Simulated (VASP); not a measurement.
# SrP10 (Fm-3m) in VASP: single point with PBE

Aim: the single point of SrP10 with PBE.

Everything below comes from runs of VASP 6.6.1. Logs are shortened: lines on timing, memory, paths and dates and some standing lists are left out, and cuts for length are marked.

## Step 1: The crystal as given

It takes space group Fm-3m (No. 225, cubic). The conventional cell has a = 10.078 Å, b = 10.078 Å, c = 10.078 Å, α = 90.00°, β = 90.00°, γ = 90.00°. Sr (site symmetry m-3m) has 32 P at 4.21 to 4.36 Å as nearest neighbours. P (site symmetry -43m) is surrounded by 4 P at 2.34 Å. Around P (site symmetry 3m) lie 4 P at 2.34 Å.

The cell was built by a generator and needn't be a form met in nature.

## Step 2: Single point, PBE

Input file INCAR:

```
  PREC = Accurate
  ENCUT = 520
  EDIFF = 1E-6
  ISMEAR = 0
  SIGMA = 0.1
  LREAL = False
  LASPH = True
  NELM = 100
  ALGO = Fast
  ISIF = 2
  LWAVE = False
  LCHARG = False
  GGA = PE
  NBANDS = 41
```

Input file KPOINTS:

```
regular mesh
0
Gamma
  8 8 8
```

Input file POSCAR:

```
SrP10
1.0
    0.0000000000      5.0389319662      5.0389319662
    5.0389319662      0.0000000000      5.0389319662
    5.0389319662      5.0389319662      0.0000000000
Sr P
1 10
Direct
    0.5000000000      0.5000000000      0.5000000000
    0.2500000000      0.2500000000      0.2500000000
    0.8840376999      0.8840376999      0.8840376999
    0.8840376999      0.8840376999      0.3478869004
    0.8840376999      0.3478869004      0.8840376999
    0.3478869004      0.8840376999      0.8840376999
    0.6521130996      0.1159623001      0.1159623001
    0.1159623001      0.1159623001      0.6521130996
    0.1159623001      0.6521130996      0.1159623001
    0.1159623001      0.1159623001      0.1159623001
    0.7500000000      0.7500000000      0.7500000000
```

Potentials or basis: VASP PAW PBE potentials, release 64 (Sr_sv, P).

Command:

```console
> cat potpaw_PBE.64/Sr_sv/POTCAR potpaw_PBE.64/P/POTCAR > POTCAR
> mpirun -np 1 vasp_std > vasp.out
```

OUTCAR:

```text
PREC = Accurate
   ENCUT = 520
   EDIFF = 1E-6
   ISMEAR = 0
   LREAL = False
   LASPH = True
   NELM = 100
   ISIF = 2
   GGA = PE

 ion  position               nearest neighbor table
   1  0.500  0.500  0.500-
   2  0.250  0.250  0.250-   7 2.34   8 2.34   9 2.34  10 2.34
   3  0.884  0.884  0.884-   7 2.34   8 2.34   9 2.34  11 2.34
   4  0.884  0.884  0.348-  10 2.34   9 2.34   7 2.34  11 2.34
   5  0.884  0.348  0.884-  10 2.34   8 2.34   7 2.34  11 2.34
   6  0.348  0.884  0.884-  10 2.34   9 2.34   8 2.34  11 2.34
   7  0.652  0.116  0.116-   3 2.34   4 2.34   5 2.34   2 2.34
   8  0.116  0.116  0.652-   3 2.34   5 2.34   6 2.34   2 2.34
   9  0.116  0.652  0.116-   3 2.34   4 2.34   6 2.34   2 2.34
  10  0.116  0.116  0.116-   4 2.34   5 2.34   6 2.34   2 2.34
  11  0.750  0.750  0.750-   4 2.34   5 2.34   6 2.34   3 2.34

  LATTYP: Found a face centered cubic cell.
 ALAT       =    10.0778639324

  Lattice vectors:

 A1 = (   0.0000000000,   5.0389319662,   5.0389319662)
 A2 = (   5.0389319662,   0.0000000000,   5.0389319662)
 A3 = (   5.0389319662,   5.0389319662,   0.0000000000)

Analysis of symmetry for initial positions (statically):
=====================================================================
 Subroutine PRICEL returns:
 Original cell was already a primitive cell.

 Routine SETGRP: Setting up the symmetry group for a
 face centered cubic supercell.

 Subroutine GETGRP returns: Found 48 space group operations
 (whereof 48 operations were pure point group operations)
 out of a pool of 48 trial point group operations.

The static configuration has the point symmetry O_h .

Analysis of symmetry for dynamics (positions and initial velocities):
=====================================================================
 Subroutine PRICEL returns:
 Original cell was already a primitive cell.

 Routine SETGRP: Setting up the symmetry group for a
 face centered cubic supercell.

 Subroutine GETGRP returns: Found 48 space group operations
 (whereof 48 operations were pure point group operations)
 out of a pool of 48 trial point group operations.

The dynamic configuration has the point symmetry O_h .

 Subroutine INISYM returns: Found 48 space group operations
 (whereof 48 operations are pure point group operations),
 and found     1 'primitive' translations

[... 117 lines left out ...]
   NFREE  =      0    steps in history (QN), initial steepest desc. (CG)
   ISIF   =      2    stress and relaxation
   ISYM   =      2    0-nonsym 1-usesym 2-fastsym
   POTIM  = 0.5000    time-step for ionic-motion
   TEBEG  =    0.0;   TEEND  =   0.0 temperature during run
   PSTRESS=    0.0 pullay stress
   NELECT =      60.0000    total number of electrons
   NUPDOWN=      -1.0000    fix difference up-down
   EMIN   =  10.00;   EMAX   =-10.00  energy-range for DOS
   EFERMI =   0.00;   METHOD = LEGACY
   ISMEAR =     0;   SIGMA  =   0.10  broadening in eV -4-tet -1-fermi 0-gaus
   EFERMI_NEDOS =   21; number of points for ismear=-14 and -15
   IALGO  =     68    algorithm
   IMIX   =      4    mixing-type and parameters
     AMIX     =   0.40;   BMIX     =  1.00
     AMIX_MAG =   1.60;   BMIX_MAG =  1.00
  volume/ion in A,a.u.               =      23.26       156.98
  Fermi-wavevector in a.u.,A,eV,Ry     =   1.009509  1.907695 13.865805  1.019108
  Thomas-Fermi vector in A             =   2.142441
   LORBIT       =      0    0 simple, 1 ext, 2 COOP (PROOUT), +10 PAW based schemes
   GGA     = PE    functional components
   LHFCALC =     F    Hartree Fock is set to
   AEXX    =    0.0000 exact exchange contribution
   IVDW    =     0    specifies the selected vdW correction
   LEPSILON=     F    determine dielectric tensor
   LRPA    =     F    only Hartree local field effects (RPA)
 non-spin polarized calculation
 RMM-DIIS sequential band-by-band and
 Gauss-broadening in eV      SIGMA  =   0.10
  energy-cutoff  :      520.00
  volume of cell :      255.89
 maximum number of plane-waves:      6934
 NGX is ok and might be reduce to    54
   NGX = 27   NGY = 27   NGZ = 27

 number of electron      59.9999995 magnetization

 Free energy of the ion-electron system (eV)
  ---------------------------------------------------
  ext. energy  EPLUGINS =         0.00000000
  ---------------------------------------------------
  free energy    TOTEN  =       -51.62868914 eV

  energy without entropy =      -51.60129859  energy(sigma->0) =      -51.61499386

 E-fermi :   5.3002     XC(G=0):  -9.0476

 val. band max:        5.2653050647   @ k =   0.2500   0.1250   0.0000
 cond. band min:       5.3192229605   @ k =   0.3750   0.0000   0.0000
 fundamental gap:      0.0539178958
 Fermi energy:         5.3001997246

 k-point     1 :       0.0000    0.0000    0.0000
  band No.  band energies     occupation
      1     -32.1218      2.00000
      2     -14.0318      2.00000
      3     -14.0318      2.00000
      4     -14.0318      2.00000
      5     -10.2428      2.00000
      6      -7.4583      2.00000
[... 1045 lines left out ...]
     40       7.9155      0.00000
     41       7.9699      0.00000

 [... further k-points ...]
[... 5 lines left out ...]
  --------------------------------------------------------------------------------------
  -------------------------------------------------------------------------------------
  Total       -0.1681758     -0.1681758     -0.1681758     -0.0000000      0.0000000      0.0000000
  in kB       -1.0530005     -1.0530005     -1.0530005     -0.0000000      0.0000000      0.0000000
  external PRESSURE =      -1.0530005 kB  Pullay stress =       0.0000000 kB

 VOLUME and BASIS-vectors are now :
 -----------------------------------------------------------------------------
  energy-cutoff  :      520.00
  volume of cell :      255.89
      direct lattice vectors                 reciprocal lattice vectors
     0.000000000  5.038931966  5.038931966    -0.099227377  0.099227377  0.099227377
     5.038931966  0.000000000  5.038931966     0.099227377 -0.099227377  0.099227377
     5.038931966  5.038931966  0.000000000     0.099227377  0.099227377 -0.099227377

 POSITION                                       TOTAL-FORCE (eV/Angst)
 -----------------------------------------------------------------------------------
      5.03893      5.03893      5.03893        -0.000000      0.000000      0.000000
      2.51947      2.51947      2.51947        -0.000000      0.000000      0.000000
      8.90921      8.90921      8.90921         0.009699      0.009699      0.009699
      6.20758      6.20758      8.90921        -0.009699     -0.009699      0.009699
      6.20758      8.90921      6.20758        -0.009699      0.009699     -0.009699
      8.90921      6.20758      6.20758         0.009699     -0.009699     -0.009699
      1.16865      3.87028      3.87028        -0.009699      0.009699      0.009699
      3.87028      3.87028      1.16865         0.009699      0.009699     -0.009699
      3.87028      1.16865      3.87028         0.009699     -0.009699      0.009699
      1.16865      1.16865      1.16865        -0.009699     -0.009699     -0.009699
      7.55840      7.55840      7.55840        -0.000000      0.000000      0.000000
 -----------------------------------------------------------------------------------
    total drift:                               -0.000000      0.000000      0.000000

  FREE ENERGIE OF THE ION-ELECTRON SYSTEM (eV)
  ---------------------------------------------------
  free  energy   TOTEN  =       -51.6286891418 eV

  energy  without entropy=      -51.6012985873  energy(sigma->0) =      -51.61499386
```

stdout:

```text
POSCAR found type information on POSCAR SrP
 POSCAR found :  2 types and      11 ions
 scaLAPACK will be used
 LDA part: xc-table for (Slater+PW92), standard interpolation
 POSCAR, INCAR and KPOINTS ok, starting setup
 FFT: planning ... GRIDC
 FFT: planning ... GRID_SOFT
 FFT: planning ... GRID
 WAVECAR not read
 entering main loop
WARNING in EDDRMM: call to ZHEGV failed, returncode =   6  3     27
WARNING in EDDRMM: call to ZHEGV failed, returncode =   6  3     19
WARNING in EDDRMM: call to ZHEGV failed, returncode =   6  3     16
WARNING in EDDRMM: call to ZHEGV failed, returncode =   6  3     26
```

Wall time 5.3 min (1 thread of Intel Xeon Platinum 8559C (Emerald Rapids), shared host); peak memory 0.53 GiB.

What came out:

```
Free energy            : -51.6287 eV
Pressure               : -0.1 GPa
Largest force          : 0.017 eV/Å
Band gap on the k mesh : none (metal or under the smearing width)
```

Forces on the atoms (eV/Å):
```
Sr   0.000  0.000  0.000
P    0.000  0.000  0.000
P    0.010  0.010  0.010
P   -0.010 -0.010  0.010
P   -0.010  0.010 -0.010
P    0.010 -0.010 -0.010
P   -0.010  0.010  0.010
P    0.010  0.010 -0.010
P    0.010 -0.010  0.010
P   -0.010 -0.010 -0.010
P    0.000  0.000  0.000
```
